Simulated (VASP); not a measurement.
Calculation: PBE GGA with D4 dispersion, VASP's PBE PAW potentials (set 64) (plane waves; VASP).

The input files of a VASP run:

File KPOINTS:
```
Automatic mesh
0
Gamma
16 16 16
0 0 0
```

POSCAR:
```
Pt
1
    0.0000000000     1.9843782805     1.9843782805
    1.9843782805     0.0000000000     1.9843782805
    1.9843782805     1.9843782805     0.0000000000
Pt
1
Direct
  0.0000000000   0.0000000000   0.0000000000
```

**INCAR**
```
SYSTEM=Pt
PREC=Accurate; ENCUT=520; LREAL=.False.
LASPH=.True.
EDIFF=1E-7; NELM=100; ALGO=Normal
LMAXMIX=6
ISMEAR=1; SIGMA=0.1
GGA=PE; IVDW=13
ISIF=2
LWAVE=.False.; LCHARG=.False.
```

POTCAR, in this order: Pt (PBE.64 set). Program: vasp_std.

Unless said otherwise, spin-orbit coupling is left out, though it shifts the bands of the heavy elements here.

Q: What does the run give for the energy per atom (σ→0), dispersion energy, pressure, band gap (on the k-mesh)?

A: 
| Property | Result |
|---|---|
| energy per atom (σ→0) | -660.2 kJ/mol of atoms |
| dispersion energy | -0.747 eV |
| band gap (on the k-mesh) | none (metal, semimetal or under 0.01 eV) |
| pressure | -7.51 GPa |

### OSZICAR
```
...
DAV:   5    -0.647940723968E+01   -0.83307E-05   -0.83291E-05  2965   0.846E-02    0.116E+01
DAV:   6    -0.613544691471E+01    0.34396E+00   -0.93677E-01  2672   0.876E+00    0.614E+00
DAV:   7    -0.609898784157E+01    0.36459E-01   -0.15060E-01  2792   0.340E+00    0.246E+00
DAV:   8    -0.609578261148E+01    0.32052E-02   -0.52409E-03  2834   0.705E-01    0.504E-01
DAV:   9    -0.609561076909E+01    0.17184E-03   -0.13950E-04  2789   0.119E-01    0.150E-02
DAV:  10    -0.609561578336E+01   -0.50143E-05   -0.27081E-06  3038   0.145E-02    0.326E-03
DAV:  11    -0.609561579610E+01   -0.12748E-07   -0.46659E-08  2174   0.218E-03
   1 F= -.68431105E+01 E0= -.68427776E+01  d E =-.998552E-03
```

The compound is Pt in the fcc structure. This cell is one point of a volume scan, at 1.03 of the reference volume.
